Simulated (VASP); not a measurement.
Here is the system:

```xyz
2
Lattice="2.8910 0.0000 0.0000 0.0000 2.8910 0.0000 0.0000 0.0000 2.8910" Properties=species:S:1:pos:R:3 pbc="T T T"
Al     1.4455     1.4455     1.4455
Fe     0.0000     0.0000     0.0000
```

Computed with r2SCAN+rVV10, VASP's PBE PAW potentials (set 64) (plane waves; VASP 6.6.1). Settings: 520 eV cut-off, 13×13×13 Γ-centred mesh, first-order Methfessel-Paxton smearing of 0.10 eV, potentials Al Fe.

Problem. Give the stress tensor in GPa (positive for a compressed cell).

Solution. 
```
-10.02    0.00    0.00
  0.00  -10.02    0.00
  0.00    0.00  -10.02
```
The pressure is its mean diagonal, -10.02 GPa.

The compound is FeAl in the CsCl type structure. This cell is one point of a volume scan, at 1.06 of the reference volume. The run is not spin-polarised, so no magnetic state was tried. The electron count is odd and the run is not spin-polarised, which forces a metal.
